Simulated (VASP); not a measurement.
The system is WSe2.

```
W Se
1.0
     3.32453    0.00000    0.00000
    -1.66226    2.87912    0.00000
     0.00000    0.00000   12.95999
W Se
2 4
Direct
  0.33333 0.66667 0.25000
  0.66667 0.33333 0.75000
  0.33333 0.66667 0.61819
  0.66667 0.33333 0.11819
  0.33333 0.66667 0.88181
  0.66667 0.33333 0.38181
```

The cell isn't the ideal one: a relaxed cell with its volume scaled by 1.04.

- Program: VASP 6.6.1
- Task: relaxation of shape and atoms at fixed volume
- Functional: PBE
- Dispersion: D3(BJ)
- Potentials or basis: VASP PAW PBE potentials, release 64 (W_sv, Se)
- Cutoff: 600 eV
- k mesh: 9 × 9 × 2
- Occupations: gaussian, width 0.03 eV
- Spin: no spin polarisation

At the start: pressure -5.2 GPa; volume 20.67 Å³/atom.

Question: Where does the relaxation end?

Answer: Over 7 steps the energy falls by 9.2 meV/atom; space group P6_3/mmc (No. 194, to 0.05 Å).

The path:
| step | energy change (eV) | largest force (eV/Å) | pressure (GPa) |
| --- | --- | --- | --- |
| 1 | 0.0000 | 0.5987 | -5.16 |
| 2 | -0.0356 | 0.0475 | -2.80 |
| 3 | -0.0356 | 0.0603 | -2.85 |
| 4 | -0.0493 | 0.0262 | -2.23 |
| 5 | -0.0551 | 0.0119 | -1.48 |
| 6 | -0.0551 | 0.0131 | -1.45 |
| 7 | -0.0551 | 0.0064 | -1.53 |

Final structure:
```
W Se
1.0
     3.29911    0.00000    0.00000
    -1.64956    2.85711    0.00000
     0.00000    0.00000   13.16042
W Se
2 4
Direct
  0.33333 0.66667 0.25000
  0.66667 0.33333 0.75000
  0.33333 0.66667 0.62202
  0.66667 0.33333 0.12202
  0.33333 0.66667 0.87798
  0.66667 0.33333 0.37798
```
